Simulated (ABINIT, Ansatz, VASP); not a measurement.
**TePd (P1, 4 atoms in the cell) computed with different codes at matched settings**

Self-consistent single point.

```yaml
crystal:
  lattice:
    - [4.18201, 0.00000, 0.00000]
    - [-2.09101, 3.62173, 0.00000]
    - [0.00000, 0.00000, 5.73800]
  atoms:
    - { symbol: Te, position: [0.32786, 0.67168, 0.24168] }
    - { symbol: Te, position: [0.67485, 0.32971, 0.75134] }
    - { symbol: Pd, position: [0.99986, 0.99754, 0.00645] }
    - { symbol: Pd, position: [0.99743, 0.00107, 0.50053] }
```

Shared settings, as Ansatz (an electronic-structure program) writes them: kpoints.mp_grid.grid = 3 3 2; scf.occupations.method = fermi_dirac; scf.occupations.width = 0.05 eV. Potentials and cutoffs stand in the table.

```tsv
code	model	pressure (GPa)	largest force (eV/Å)	cutoff
Ansatz	PBEsol, PAW files made with PBE	-2.85	0.386	default
VASP	PBEsol, VASP's PBE PAW potentials (set 64)	-2.92	0.383	300 eV
ABINIT	PBEsol, PAW (JTH v2.0 PBE PAW, files made for PBE)	-1.86	0.379	48 Ry
```

Size of the force on each atom (eV/Å): Sizes of forces hide their directions.

| code | Te1 | Te2 | Pd3 | Pd4 |
|---|---|---|---|---|
| Ansatz | 0.176 | 0.386 | 0.231 | 0.041 |
| VASP | 0.172 | 0.383 | 0.231 | 0.041 |
| ABINIT | 0.147 | 0.379 | 0.246 | 0.046 |

On Ansatz's run: spin-orbit coupling is off. Spin polarisation is off.

The spread over the programs that give each value: pressure within 1.06 GPa; largest force within 0.007 eV/Å.

Ansatz's pressure is given at a fixed set of plane waves, as the other plane-wave codes print theirs; with its correction for the finite basis it is -2.80 GPa.

On the base mesh (5 5 3) the same programs gave: ABINIT pressure -2.48 GPa; Ansatz pressure -3.43 GPa; VASP pressure -3.50 GPa.

The values differ from the base mesh's, so the mesh still matters here: the table compares the programs at equal settings.

VASP's run is marked for a possible Pulay error in its stress at this cutoff; no cutoff test was made.

The starting cell comes from a database of computed structures (which also holds hypothetical and non-ambient phases and stackings), without a prior relaxation at this level. Its atoms were displaced at random from the sites of space group no. 194.

Left out of this page: Quantum ESPRESSO, GPAW, Elk and SIESTA (not drawn, or without a comparable value); CP2K (on another mesh).

Keys are those of Ansatz 0.2.
